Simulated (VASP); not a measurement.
```
CELL_PARAMETERS angstrom
     -2.09550     2.09550     5.26727
      2.09550    -2.09550     5.26727
      2.09550     2.09550    -5.26727
ATOMIC_POSITIONS crystal
  Te 0.50000 0.50000 0.00000
  Te 0.25000 0.75000 0.50000
  O  0.29190 0.29190 0.00000
  O  0.04190 0.54190 0.50000
  O  0.45810 0.95810 0.50000
  O  0.70810 0.70810 0.00000
```

The numbers are results of PBE GGA, VASP's PBE PAW potentials (set 64) (plane waves; VASP), not measurements. Settings: 400 eV cut-off, 5×5×5 Γ-centred mesh, Gaussian smearing of 0.20 eV, potentials Te O.

At this cut-off the stress carries a Pulay error, which pulls relaxed volumes low. Energy and stress use the plane-wave basis of the starting cell.

The ions, cell shape and volume are relaxed. Give the cell that the relaxation ends in.

```
CELL_PARAMETERS angstrom
     -2.11437     2.11437     5.32512
      2.11437    -2.11437     5.32512
      2.11437     2.11437    -5.32512
ATOMIC_POSITIONS crystal
  Te 0.50000 0.50000 0.00000
  Te 0.25000 0.75000 0.50000
  O  0.29154 0.29154 0.00000
  O  0.04154 0.54154 0.50000
  O  0.45846 0.95846 0.50000
  O  0.70846 0.70846 0.00000
```
Space group I4_1/amd (141), at a tolerance of 0.03 Å.

How do energy and volume change from the first to the last step?

The energy (σ→0) changes by -8.3 meV/atom and the volume by +2.9 %, in 4 ionic steps.

The structure was generated: TeO2 was put into an ordered model structure, which need not be its known phase. This run relaxes it. Symmetry was kept, so distortions that lower it aren't found. The k-mesh is coarse (spacing up to 0.42 per Å, 2π included), so the numbers may not be converged in it. The run is one of a series of settings (EDIFFG = -0.01, IBRION = 2, ISIF = 3, NSW = 50 against the base run), some of them coarse on purpose.
